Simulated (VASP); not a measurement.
# BeZn2Te3 (Cmc2_1) in VASP: further runs

The runs below take BeZn2Te3 through single point, with PBE.

Program: VASP 6.6.1. These are calculated values, not measurements. Logs are shortened: lines on timing, memory, paths and dates and some standing lists are left out, and cuts for length are marked.

## (1) The crystal as given

Symmetry: Cmc2_1, No. 36, orthorhombic system. The conventional cell has a = 12.702 Å, b = 7.337 Å, c = 6.968 Å, α = 90.00°, β = 90.00°, γ = 90.00°. Be (site symmetry m) has 4 Te at 2.46 to 2.49 Å as nearest neighbours. Zn (site symmetry 1) is surrounded by 4 Te at 2.67 Å. Around Te (site symmetry m) lie 2 Be at 2.46 to 2.49 Å and 2 Zn at 2.67 Å. Te (site symmetry 1) is surrounded by 1 Be at 2.46 Å and 3 Zn at 2.67 Å.

The cell was built by a generator and needn't be a form met in nature.

## (2) Single point, PBE

INCAR

```
SYSTEM = BeZn2Te3
PREC = Normal
ENCUT = 520
EDIFF = 1E-5
ISMEAR = 0
SIGMA = 0.05
LREAL = Auto
LASPH = .True.
NELM = 80
ALGO = Fast
ISIF = 2
LWAVE = .False.
LCHARG = .False.
GGA = PE
NBANDS = 56
```

KPOINTS

```
regular mesh
0
Gamma
  3 3 3
  0 0 0
```

POSCAR

```
BeZn2Te3
1.0
    6.3511000000     -3.6682900000      0.0000000000
    6.3511000000      3.6682900000      0.0000000000
    0.0000000000      0.0000000000      6.9681700000
Be Zn Te
2 4 6
Direct
    0.1598100000      0.8401900000      0.4983070000
    0.8401900000      0.1598100000      0.9983070000
    0.5060990000      0.1672980000      0.5013770000
    0.8327020000      0.4939010000      0.5013770000
    0.1672980000      0.5060990000      0.0013770000
    0.4939010000      0.8327020000      0.0013770000
    0.8530340000      0.1469660000      0.3553240000
    0.1657760000      0.5205300000      0.3842990000
    0.4794700000      0.8342240000      0.3842990000
    0.1469660000      0.8530340000      0.8553240000
    0.5205300000      0.1657760000      0.8842990000
    0.8342240000      0.4794700000      0.8842990000
```

Potentials or basis: VASP PAW PBE potentials, release 64 (Be, Zn, Te).

Command:

```bash
$ cat potpaw_PBE.64/Be/POTCAR potpaw_PBE.64/Zn/POTCAR potpaw_PBE.64/Te/POTCAR > POTCAR
$ mpirun -np 1 vasp_std > vasp.out
```

OUTCAR:

```text
SYSTEM = BeZn2Te3
   PREC = Normal
   ENCUT = 520
   EDIFF = 1E-5
   ISMEAR = 0
   LREAL = Auto
   LASPH = .True.
   NELM = 80
   ISIF = 2
   GGA = PE

 ion  position               nearest neighbor table
   1  0.160  0.840  0.498-   8 2.46   9 2.46   7 2.46  10 2.49
   2  0.840  0.160  0.998-  11 2.46  12 2.46  10 2.46   7 2.49
   3  0.506  0.167  0.501-  11 2.67   8 2.67   9 2.67   7 2.67
   4  0.833  0.494  0.501-  12 2.67   9 2.67   8 2.67   7 2.67
   5  0.167  0.506  0.001-   8 2.67  11 2.67  12 2.67  10 2.67
   6  0.494  0.833  0.001-   9 2.67  12 2.67  11 2.67  10 2.67
   7  0.853  0.147  0.355-   1 2.46   2 2.49   3 2.67   4 2.67
   8  0.166  0.521  0.384-   1 2.46   5 2.67   3 2.67   4 2.67
   9  0.479  0.834  0.384-   1 2.46   6 2.67   4 2.67   3 2.67
  10  0.147  0.853  0.855-   2 2.46   1 2.49   5 2.67   6 2.67
  11  0.521  0.166  0.884-   2 2.46   3 2.67   5 2.67   6 2.67
  12  0.834  0.479  0.884-   2 2.46   4 2.67   6 2.67   5 2.67

  LATTYP: Found a base centered orthorhombic cell.
 ALAT       =     7.3365800000
 B/A-ratio  =     1.7313516652
 C/A-ratio  =     0.9497845045

  Lattice vectors:

 A1 = (  -6.3511000000,  -3.6682900000,   0.0000000000)
 A2 = (   6.3511000000,  -3.6682900000,   0.0000000000)
 A3 = (   0.0000000000,   0.0000000000,   6.9681700000)

Analysis of symmetry for initial positions (statically):
=====================================================================
 Subroutine PRICEL returns:
 Original cell was already a primitive cell.

 Routine SETGRP: Setting up the symmetry group for a
 base centered orthorhombic supercell.

 Subroutine GETGRP returns: Found  4 space group operations
 (whereof  2 operations were pure point group operations)
 out of a pool of  8 trial point group operations.

The static configuration has the point symmetry C_1h.
 The point group associated with its full space group is C_2v.

Analysis of symmetry for dynamics (positions and initial velocities):
=====================================================================
 Subroutine PRICEL returns:
 Original cell was already a primitive cell.

 Routine SETGRP: Setting up the symmetry group for a
 base centered orthorhombic supercell.

 Subroutine GETGRP returns: Found  4 space group operations
 (whereof  2 operations were pure point group operations)
 out of a pool of  8 trial point group operations.

The dynamic configuration has the point symmetry C_1h.
 The point group associated with its full space group is C_2v.

 Subroutine INISYM returns: Found  4 space group operations
 (whereof  2 operations are pure point group operations),
 and found     1 'primitive' translations

----------------------------------------------------------------------------------------

                                     Primitive cell

  volume of cell :     324.6843

  direct lattice vectors                    reciprocal lattice vectors
     6.351100000 -3.668290000  0.000000000     0.078726520 -0.136303291  0.000000000
     6.351100000  3.668290000  0.000000000     0.078726520  0.136303291  0.000000000
     0.000000000  0.000000000  6.968170000     0.000000000  0.000000000  0.143509702

  length of vectors
     7.334359054  7.334359054  6.968170000     0.157405375  0.157405375  0.143509702

  position of ions in fractional coordinates (direct lattice)
     0.159810000  0.840190000  0.498307000
     0.840190000  0.159810000  0.998307000
     0.506099000  0.167298000  0.501377000
     0.832702000  0.493901000  0.501377000
     0.167298000  0.506099000  0.001377000
     0.493901000  0.832702000  0.001377000
     0.853034000  0.146966000  0.355324000
     0.165776000  0.520530000  0.384299000
     0.479470000  0.834224000  0.384299000
     0.146966000  0.853034000  0.855324000
     0.520530000  0.165776000  0.884299000
     0.834224000  0.479470000  0.884299000

  ion indices of the primitive-cell ions
   primitive index   ion index
                 1           1
                 2           2
                 3           3
                 4           4
                 5           5
                 6           6
                 7           7
                 8           8
                 9           9
                10          10
                11          11
                12          12

----------------------------------------------------------------------------------------

 KPOINTS: regular mesh

Automatic generation of k-mesh.
 Grid dimensions read from file:
 generate k-points for:    3    3    3

 Generating k-lattice:

  Cartesian coordinates                     Fractional coordinates (reciprocal lattice)
     0.026242173 -0.045434430  0.000000000     0.333333333  0.000000000  0.000000000
     0.026242173  0.045434430  0.000000000     0.000000000  0.333333333  0.000000000
     0.000000000  0.000000000  0.047836567     0.000000000  0.000000000  0.333333333

  Length of vectors
     0.052468458  0.052468458  0.047836567

  Shift w.r.t. Gamma in fractional coordinates (k-lattice)
     0.000000000  0.000000000  0.000000000

 Subroutine IBZKPT returns following result:
 ===========================================

 Found      8 irreducible k-points:

 Following reciprocal coordinates:
            Coordinates               Weight
  0.000000  0.000000  0.000000      1.000000
  0.333333  0.000000  0.000000      4.000000
  0.333333  0.333333  0.000000      2.000000
 -0.333333  0.333333  0.000000      2.000000
  0.000000  0.000000  0.333333      2.000000
  0.333333  0.000000  0.333333      8.000000
  0.333333  0.333333  0.333333      4.000000
 -0.333333  0.333333  0.333333      4.000000
   k-points           NKPTS =      8   k-points in BZ     NKDIM =      8   number of bands    NBANDS=     56
   number of dos      NEDOS =    301   number of ions     NIONS =     12
   total plane-waves  NPLWV =  70560
   dimension x,y,z NGX =    42 NGY =   42 NGZ =   40
   dimension x,y,z NGXF=    84 NGYF=   84 NGZF=   80
   ions per type =               2   4   6
   NGX,Y,Z   is equivalent  to a cutoff of   9.52,  9.52,  9.54 a.u.
   NGXF,Y,Z  is equivalent  to a cutoff of  19.04, 19.04, 19.09 a.u.
 SYSTEM =  BeZn2Te3
   PREC   = normal    normal or accurate (medium, high low for compatibility)
   ISTART =      0    job   : 0-new  1-cont  2-samecut
   ICHARG =      2    charge: 1-file 2-atom 10-const
   ISPIN  =      1    spin polarized calculation?
   LNONCOLLINEAR =      F non collinear calculations
   LSORBIT =      F    spin-orbit coupling
   LASPH  =      T    aspherical Exc in radial PAW
   ENCUT  =  520.0 eV  38.22 Ry    6.18 a.u.  13.64 13.64 12.96*2*pi/ulx,y,z
   NELM   =     80;   NELMIN=  2; NELMDL= -5     # of ELM steps
   EDIFF  = 0.1E-04   stopping-criterion for ELM
   LREAL  =      T    real-space projection
   EDIFFG = 0.1E-03   stopping-criterion for IOM
   NSW    =      0    number of steps for IOM
   IBRION =     -1    ionic relax: 0-MD 1-quasi-New 2-CG
   NFREE  =      0    steps in history (QN), initial steepest desc. (CG)
   ISIF   =      2    stress and relaxation
   ISYM   =      2    0-nonsym 1-usesym 2-fastsym
   POTIM  = 0.5000    time-step for ionic-motion
   TEBEG  =    0.0;   TEEND  =   0.0 temperature during run
   PSTRESS=    0.0 pullay stress
   NELECT =      88.0000    total number of electrons
   NUPDOWN=      -1.0000    fix difference up-down
   EMIN   =  10.00;   EMAX   =-10.00  energy-range for DOS
   EFERMI =   0.00;   METHOD = LEGACY
   ISMEAR =     0;   SIGMA  =   0.05  broadening in eV -4-tet -1-fermi 0-gaus
   EFERMI_NEDOS =   21; number of points for ismear=-14 and -15
   IALGO  =     68    algorithm
   IMIX   =      4    mixing-type and parameters
     AMIX     =   0.40;   BMIX     =  1.00
     AMIX_MAG =   1.60;   BMIX_MAG =  1.00
  volume/ion in A,a.u.               =      27.06       182.59
  Fermi-wavevector in a.u.,A,eV,Ry     =   1.059454  2.002077 15.271750  1.122442
  Thomas-Fermi vector in A             =   2.194800
   LORBIT       =      0    0 simple, 1 ext, 2 COOP (PROOUT), +10 PAW based schemes
   GGA     = PE    functional components
   LHFCALC =     F    Hartree Fock is set to
   AEXX    =    0.0000 exact exchange contribution
   IVDW    =     0    specifies the selected vdW correction
   LEPSILON=     F    determine dielectric tensor
   LRPA    =     F    only Hartree local field effects (RPA)
 non-spin polarized calculation
 RMM-DIIS sequential band-by-band and
 Gauss-broadening in eV      SIGMA  =   0.05
  energy-cutoff  :      520.00
  volume of cell :      324.68
 maximum number of plane-waves:      8784
   NGX = 27   NGY = 27   NGZ = 25

 number of electron      88.0000021 magnetization

 Free energy of the ion-electron system (eV)
  ---------------------------------------------------
  ext. energy  EPLUGINS =         0.00000000
  ---------------------------------------------------
  free energy    TOTEN  =       -35.84665909 eV

  energy without entropy =      -35.84665909  energy(sigma->0) =      -35.84665909

 E-fermi :   3.7531     XC(G=0):  -8.8773

 val. band max:        3.5254960127   @ k =   0.0000   0.0000   0.0000
 cond. band min:       5.2661428765   @ k =   0.0000   0.0000   0.0000
 fundamental gap:      1.7406468638
 Fermi energy:         3.7530842473

 k-point     1 :       0.0000    0.0000    0.0000
  band No.  band energies     occupation
      1      -8.2845      2.00000
      2      -7.3471      2.00000
      3      -7.0572      2.00000
      4      -7.0568      2.00000
      5      -7.0550      2.00000
      6      -7.0486      2.00000
[... 461 lines left out ...]
     55       8.3804      0.00000
     56       8.6934      0.00000

------------------------ aborting loop because EDIFF is reached ----------------------------------------

  FORCE on cell =-STRESS in cart. coord.  units (eV):
  Direction    XX          YY          ZZ          XY          YZ          ZX
  --------------------------------------------------------------------------------------
  -------------------------------------------------------------------------------------
  Total        0.0439540      0.0490292      0.0769066      0.0000000      0.0000000      0.0000000
  in kB        0.2168941      0.2419382      0.3795011      0.0000000      0.0000000      0.0000000
  external PRESSURE =       0.2794445 kB  Pullay stress =       0.0000000 kB

 VOLUME and BASIS-vectors are now :
 -----------------------------------------------------------------------------
  energy-cutoff  :      520.00
  volume of cell :      324.68
      direct lattice vectors                 reciprocal lattice vectors
     6.351100000 -3.668290000  0.000000000     0.078726520 -0.136303291  0.000000000
     6.351100000  3.668290000  0.000000000     0.078726520  0.136303291  0.000000000
     0.000000000  0.000000000  6.968170000     0.000000000  0.000000000  0.143509702

 POSITION                                       TOTAL-FORCE (eV/Angst)
 -----------------------------------------------------------------------------------
      6.35110      2.49583      3.47229         0.000000      0.006516     -0.001958
      6.35110     -2.49583      6.95637         0.000000     -0.006516     -0.001958
      4.27681     -1.24282      3.49368         0.004986     -0.001277     -0.004976
      8.42539     -1.24282      3.49368        -0.004986     -0.001277     -0.004976
      4.27681      1.24282      0.00960         0.004986      0.001277     -0.004976
      8.42539      1.24282      0.00960        -0.004986      0.001277     -0.004976
      6.35110     -2.59006      2.47596         0.000000     -0.000755      0.018451
      4.35880      1.30134      2.67786         0.000337     -0.002102     -0.003270
      8.34340      1.30134      2.67786        -0.000337     -0.002102     -0.003270
      6.35110      2.59006      5.96004         0.000000      0.000755      0.018451
      4.35880     -1.30134      6.16195         0.000337      0.002102     -0.003270
      8.34340     -1.30134      6.16195        -0.000337      0.002102     -0.003270
 -----------------------------------------------------------------------------------
    total drift:                                0.000007      0.000000      0.070593

  FREE ENERGIE OF THE ION-ELECTRON SYSTEM (eV)
  ---------------------------------------------------
  free  energy   TOTEN  =       -35.8466590886 eV

  energy  without entropy=      -35.8466590886  energy(sigma->0) =      -35.84665909
```

It took 2.1 min on 1 thread of AMD EPYC 7R13 (Zen 3), shared host; peak memory 0.27 GiB.

What came out:

```
Free energy            : -35.8467 eV
Pressure               : 0.0 GPa
Largest force          : 0.018 eV/Å
Band gap on the k mesh : 1.74 eV, direct
```

Forces on the atoms (eV/Å):
```
Be   0.000  0.007 -0.002
Be   0.000 -0.007 -0.002
Zn   0.005 -0.001 -0.005
Zn  -0.005 -0.001 -0.005
Zn   0.005  0.001 -0.005
Zn  -0.005  0.001 -0.005
Te   0.000 -0.001  0.018
Te   0.000 -0.002 -0.003
Te   0.000 -0.002 -0.003
Te   0.000  0.001  0.018
Te   0.000  0.002 -0.003
Te   0.000  0.002 -0.003
```

Caveat: spin-orbit coupling is left out, which moves the levels of the heavy elements; an odd mesh through Γ misses points on the zone boundary, where band edges often lie. Expect the measured gap to be larger: semilocal functionals such as PBE lack the derivative discontinuity.

## (3) Single point, PBE

This run uses another cell than the first one, of 27.18 Å³/atom, 1.004 times its volume.

INCAR is that of step 2.

KPOINTS

```
regular mesh
0
Gamma
  4 4 4
  0 0 0
```

POSCAR

```
BeZn2Te3
1.0
   -2.1185700000      2.1185700000      9.0827800000
    2.1185700000     -2.1185700000      9.0827800000
    4.2371400000      4.2371400000    -18.1655600000
Be Zn Te
2 4 6
Direct
    0.0000000000      0.0000000000      0.0000000000
    0.0000000000      0.0000000000      0.5000000000
    0.6622600000      0.6622600000      0.0000000000
    0.6622600000      0.6622600000      0.5000000000
    0.3377400000      0.3377400000      0.0000000000
    0.3377400000      0.3377400000      0.5000000000
    0.2500000000      0.7500000000      0.2500000000
    0.2500000000      0.7500000000      0.7500000000
    0.5737130000      0.0737130000      0.2500000000
    0.5737130000      0.0737130000      0.7500000000
    0.9262870000      0.4262870000      0.2500000000
    0.9262870000      0.4262870000      0.7500000000
```

Potentials or basis: VASP PAW PBE potentials, release 64 (Be, Zn, Te).

Command:

```bash
$ cat potpaw_PBE.64/Be/POTCAR potpaw_PBE.64/Zn/POTCAR potpaw_PBE.64/Te/POTCAR > POTCAR
$ mpirun -np 1 vasp_std > vasp.out
```

OUTCAR:

```text
SYSTEM = BeZn2Te3
   PREC = Normal
   ENCUT = 520
   EDIFF = 1E-5
   ISMEAR = 0
   LREAL = Auto
   LASPH = .True.
   NELM = 80
   ISIF = 2
   GGA = PE

 ion  position               nearest neighbor table
   1  0.000  0.000  0.000-   9 2.51  10 2.51  11 2.51  12 2.51
   2  0.000  0.000  0.500-  10 2.51   9 2.51  12 2.51  11 2.51
   3  0.662  0.662  0.000-   8 2.65   7 2.65  10 2.66   9 2.66
   4  0.662  0.662  0.500-   7 2.65   8 2.65   9 2.66  10 2.66
   5  0.338  0.338  0.000-   7 2.65   8 2.65  11 2.66  12 2.66
[... 1476 lines left out ...]

 VOLUME and BASIS-vectors are now :
 -----------------------------------------------------------------------------
  energy-cutoff  :      520.00
  volume of cell :      326.13
      direct lattice vectors                 reciprocal lattice vectors
    -2.118570000  2.118570000  9.082780000     0.000000000  0.236008251  0.055049225
     2.118570000 -2.118570000  9.082780000     0.236008251  0.000000000  0.055049225
     4.237140000  4.237140000-18.165560000     0.118004125  0.118004125  0.000000000

 POSITION                                       TOTAL-FORCE (eV/Angst)
 -----------------------------------------------------------------------------------
      0.00000      0.00000      0.00000         0.000000     -0.000000      0.000000
      2.11857      2.11857     -9.08278         0.000000     -0.000000      0.000000
      0.00000      0.00000     12.03032        -0.000000      0.000000     -0.002704
      2.11857      2.11857      2.94754        -0.000000      0.000000     -0.002704
      0.00000      0.00000      6.13524        -0.000000      0.000000      0.002704
      2.11857      2.11857     -2.94754        -0.000000      0.000000      0.002704
      2.11857      0.00000      4.54139         0.000000     -0.000000     -0.000000
      4.23714      2.11857     -4.54139         0.000000     -0.000000     -0.000000
      0.00000      2.11857      1.33904         0.000000      0.000000     -0.006510
      2.11857      4.23714     -7.74374        -0.000000     -0.000000     -0.006510
      0.00000      2.11857      7.74374        -0.000000     -0.000000      0.006510
      2.11857      4.23714     -1.33904         0.000000     -0.000000      0.006510
 -----------------------------------------------------------------------------------
    total drift:                               -0.000014      0.000014      0.000000

  FREE ENERGIE OF THE ION-ELECTRON SYSTEM (eV)
  ---------------------------------------------------
  free  energy   TOTEN  =       -35.7598605764 eV

  energy  without entropy=      -35.7598605764  energy(sigma->0) =      -35.75986058
```

stdout:

```text
POSCAR found type information on POSCAR BeZnTe
 POSCAR found :  3 types and      12 ions
 scaLAPACK will be used
 LDA part: xc-table for (Slater+PW92), standard interpolation
 POSCAR, INCAR and KPOINTS ok, starting setup
 FFT: planning ... GRIDC
 FFT: planning ... GRID_SOFT
 FFT: planning ... GRID
 WAVECAR not read
 entering main loop
```

Run time: 18 min. Hardware: 1 thread of AMD EPYC 7R13 (Zen 3), shared host; peak memory 0.78 GiB.

Results:

- Free energy: -35.7599 eV
- Pressure: 0.0 GPa
- Largest force: 0.007 eV/Å
- Band gap on the k mesh: 1.67 eV

Forces in eV/Å, atoms in the order of the input:
```
Be   0.000  0.000  0.000
Be   0.000  0.000  0.000
Zn   0.000  0.000 -0.003
Zn   0.000  0.000 -0.003
Zn   0.000  0.000  0.003
Zn   0.000  0.000  0.003
Te   0.000  0.000  0.000
Te   0.000  0.000  0.000
Te   0.000  0.000 -0.007
Te   0.000  0.000 -0.007
Te   0.000  0.000  0.007
Te   0.000  0.000  0.007
```

Levels at points of the mesh, in eV from the valence-band top:
```csv
k point,band 41,band 42,band 43,band 44,band 45,band 46,band 47,band 48
"(0.00, 0.00, 0.00)",-1.53,-0.16,0.00,0.00,1.67,2.11,2.16,2.28
"(0.50, 0.00, 0.00)",-0.79,-0.79,-0.68,-0.68,1.96,1.96,2.98,2.98
"(0.50, 0.50, 0.00)",-0.92,-0.92,-0.59,-0.59,2.05,2.16,2.28,2.40
"(0.00, 0.00, 0.50)",-1.41,-1.41,-1.16,-1.16,2.64,2.64,3.17,3.17
"(0.50, 0.00, 0.50)",-1.26,-1.26,-0.93,-0.93,2.94,2.94,3.24,3.24
"(0.50, 0.50, 0.50)",-1.08,-1.08,-0.81,-0.81,3.17,3.17,3.78,3.78
```

Caveat: spin-orbit coupling is left out, which moves the levels of the heavy elements.
